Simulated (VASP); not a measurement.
Given:

```
CELL_PARAMETERS angstrom
      0.00000     2.50023     2.50023
      2.50023     0.00000     2.50023
      2.50023     2.50023     0.00000
ATOMIC_POSITIONS crystal
  Zr 0.00000 0.00000 0.00000
  O  0.25000 0.25000 0.25000
  O  0.75000 0.75000 0.75000
```

Calculation: TPSS meta-GGA, VASP's PBE PAW potentials (set 64) (plane waves; VASP). Run with 520 eV cut-off, 8×8×8 Γ-centred mesh, Gaussian smearing of 0.050 eV, potentials Zr_sv O.

Task: Give the stress tensor in GPa (positive for a compressed cell).

Result: 
```
17.47   0.00   0.00
 0.00  17.47   0.00
 0.00   0.00  17.47
```
The pressure is its mean diagonal, 17.47 GPa.

The compound is ZrO2 in the fluorite structure, the high-temperature cubic form, which is unstable at 0 K; the monoclinic form is the stable one. This cell is one point of a volume scan, at 0.94 of the reference volume.
